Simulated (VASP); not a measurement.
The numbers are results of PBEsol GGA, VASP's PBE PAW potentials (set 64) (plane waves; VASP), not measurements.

A VASP calculation is set up with these files.

File KPOINTS:
```
k-points along high-symmetry lines
9
Line-mode
Reciprocal
  0.000000   0.000000   0.000000 ! GAMMA
  0.500000  -0.500000   0.000000 ! Z

  0.500000  -0.500000   0.000000 ! Z
  1.000000  -0.500000   0.000000 ! D

  1.000000  -0.500000   0.000000 ! D
  0.500000   0.000000   0.000000 ! B

  0.500000   0.000000   0.000000 ! B
  0.000000   0.000000   0.000000 ! GAMMA

  0.000000   0.000000   0.000000 ! GAMMA
  0.500000   0.000000  -0.500000 ! A

  0.500000   0.000000  -0.500000 ! A
  1.000000  -0.500000  -0.500000 ! E

  1.000000  -0.500000  -0.500000 ! E
  0.500000  -0.500000   0.000000 ! Z

  0.500000  -0.500000   0.000000 ! Z
  0.500000  -0.500000  -0.500000 ! C_2

  0.500000  -0.500000  -0.500000 ! C_2
  0.000000   0.000000  -0.500000 ! Y_2

  0.000000   0.000000  -0.500000 ! Y_2
  0.000000   0.000000   0.000000 ! GAMMA
```

### INCAR
```
SYSTEM = Al3GaN4
PREC = Accurate
ENCUT = 520
EDIFF = 1E-7
NELM = 100
ALGO = Normal
LREAL = .FALSE.
LASPH = .TRUE.
ISMEAR = 0
SIGMA = 0.05
GGA = PS
LMAXMIX = 4
LWAVE = .FALSE.
LCHARG = .FALSE.
LORBIT = 11
ICHARG = 11
```

POSCAR:
```
Al3GaN4
10.8381280
  0.2885081085  -0.4999999792  -0.0001481531
  0.1443793286   0.2500722902   0.0000000000
 -0.0001189081   0.0000686516   0.4651457848
Ga Al N
1 3 4
Cart
  0.1444151998  -0.0833784915   0.2333337563
  0.1437186491   0.0837391981   0.0001256867
  0.2881920464  -0.3331029651   0.2330688566
  0.2892873998  -0.1670198319   0.0001249949
  0.1443554811  -0.0833440129   0.4139759070
  0.1413322643   0.0851169781   0.1750121416
  0.2882235711  -0.3331211659   0.4088497012
  0.2916056291  -0.1683582622   0.1759506720
```

POTCAR, in this order: Ga_d Al N (PBE.64 set). Program: vasp_std. Read from the step before: CHGCAR.

The run wrote:

**OUTCAR**
```
 ion  position               nearest neighbor table
   1  0.334  0.334  0.502-   6 1.93   6 1.93   8 1.94   5 1.96   4 3.10   2 3.10   2 3.10   2 3.11
                             2 3.11   4 3.11   3 3.12   3 3.12   3 3.13   3 3.13
   2  0.165  0.665  0.000-   5 1.90   5 1.90   6 1.90   7 1.90   3 3.09   1 3.10   1 3.10   3 3.10
                             1 3.11   1 3.11   4 3.11   4 3.11   4 3.14   4 3.14
   3  0.833  0.333  0.501-   6 1.88   8 1.89   8 1.89   7 1.91   2 3.09   4 3.09   4 3.09   4 3.10
                             4 3.10   2 3.10   1 3.12   1 3.12   1 3.13   1 3.13
   4  0.668  0.668  0.000-   5 1.90   7 1.90   7 1.90   8 1.91   3 3.09   3 3.09   1 3.10   3 3.10
                             3 3.10   1 3.11   2 3.11   2 3.11   2 3.14   2 3.14
   5  0.334  0.334  0.890-   2 1.90   2 1.90   4 1.90   1 1.96
   6  0.160  0.660  0.376-   3 1.88   2 1.90   1 1.93   1 1.93
   7  0.833  0.333  0.879-   2 1.90   4 1.90   4 1.90   3 1.91
   8  0.674  0.674  0.378-   3 1.89   3 1.89   4 1.91   1 1.94
  LATTYP: Found a simple monoclinic cell.
 ALAT       =     5.0413097735
 B/A-ratio  =     0.6207916254
 C/A-ratio  =     1.0746208578
 COS(beta)  =    -0.0005915751
 Subroutine PRICEL returns:
 Original cell was already a primitive cell.
 Subroutine GETGRP returns: Found  2 space group operations
The static configuration has the point symmetry C_1h.
The dynamic configuration has the point symmetry C_1h.
 Subroutine INISYM returns: Found  2 space group operations
   k-points           NKPTS =     90   k-points in BZ     NKDIM =     90   number of bands    NBANDS=     26
   number of dos      NEDOS =    301   number of ions     NIONS =      8
   total plane-waves  NPLWV =  46080
   dimension x,y,z NGX =    48 NGY =   24 NGZ =   40
   dimension x,y,z NGXF=    96 NGYF=   48 NGZF=   80
   ions per type =               1   3   4
   PREC   = accura    normal or accurate (medium, high low for compatibility)
   ISTART =      0    job   : 0-new  1-cont  2-samecut
   ICHARG =     11    charge: 1-file 2-atom 10-const
   ISPIN  =      1    spin polarized calculation?
   LNONCOLLINEAR =      F non collinear calculations
   LSORBIT =      F    spin-orbit coupling
   INIWAV =      1    electr: 0-lowe 1-rand  2-diag
   ENCUT  =  520.0 eV  38.22 Ry    6.18 a.u.  11.63  5.82  9.37*2*pi/ulx,y,z
   NELM   =    100;   NELMIN=  2; NELMDL= -5     # of ELM steps
   EDIFF  = 0.1E-06   stopping-criterion for ELM
...
```

### OSZICAR
```
       N       E                     dE             d eps       ncg     rms          rms(c)
DAV:   1     0.335057467890E+03    0.33506E+03   -0.19728E+04  4834   0.204E+03
DAV:   2    -0.901906111318E+01   -0.34408E+03   -0.33249E+03  5346   0.493E+02
DAV:   3    -0.574644353159E+02   -0.48445E+02   -0.47023E+02  5610   0.146E+02
DAV:   4    -0.596066055852E+02   -0.21422E+01   -0.21334E+01  5886   0.327E+01
DAV:   5    -0.596564295445E+02   -0.49824E-01   -0.49751E-01  6068   0.499E+00
DAV:   6    -0.596588652228E+02   -0.24357E-02   -0.24353E-02  7064   0.984E-01
DAV:   7    -0.596588852711E+02   -0.20048E-04   -0.20046E-04  6272   0.928E-02
DAV:   8    -0.596588858503E+02   -0.57920E-06   -0.57935E-06  6926   0.158E-02
DAV:   9    -0.596588858568E+02   -0.65261E-08   -0.65211E-08  4780   0.164E-03
   1 F= -.59658886E+02 E0= -.59658886E+02  d E =-.145620E-13
```

### OUTCAR
```
 val. band max:        5.7881590132   @ k =   0.0000   0.0000   0.0000

 cond. band min:       9.2870891751   @ k =   0.0000   0.0000   0.0000



 k-point     1 :       0.0000    0.0000    0.0000
  band No.  band energies     occupation
      1      -9.5570      2.00000
      2      -8.1713      2.00000
      3      -8.1243      2.00000
      4      -7.2015      2.00000
      5      -7.0159      2.00000
      6      -6.9257      2.00000
      7      -6.8408      2.00000
      8      -6.2039      2.00000
      9      -5.8808      2.00000
     10      -0.5575      2.00000
     11       0.1004      2.00000
     12       1.3949      2.00000
     13       2.2296      2.00000
     14       3.5535      2.00000
     15       3.8844      2.00000
     16       4.8646      2.00000
     17       4.8980      2.00000
     18       5.0423      2.00000
     19       5.6965      2.00000
     20       5.7735      2.00000
     21       5.7882      2.00000
     22       9.2871      0.00000
     23      11.2111      0.00000
     24      11.6542      0.00000
     25      11.7609      0.00000
     26      13.3730      0.00000

 k-point     2 :       0.0625   -0.0625    0.0000
  band No.  band energies     occupation
      1      -9.5215      2.00000
      2      -8.1654      2.00000
      3      -8.1112      2.00000
      4      -7.1996      2.00000
      5      -7.0017      2.00000
      6      -6.9228      2.00000
      7      -6.8453      2.00000
      8      -6.1932      2.00000
      9      -5.8647      2.00000
     10      -0.5139      2.00000
     11       0.1408      2.00000
     12       1.4216      2.00000
     13       2.2656      2.00000
     14       3.3790      2.00000
     15       3.8746      2.00000
     16       4.6910      2.00000
     17       4.8389      2.00000
     18       4.8847      2.00000
     19       5.5504      2.00000
     20       5.6864      2.00000
     21       5.7768      2.00000
     22       9.4962      0.00000
     23      11.3481      0.00000
...
```

The density is held fixed in this step, so its total energy and stress have no physical meaning.

The structure was generated: Al3GaN4 was put into an ordered model structure (Pm), which need not be its known phase. It was relaxed first.
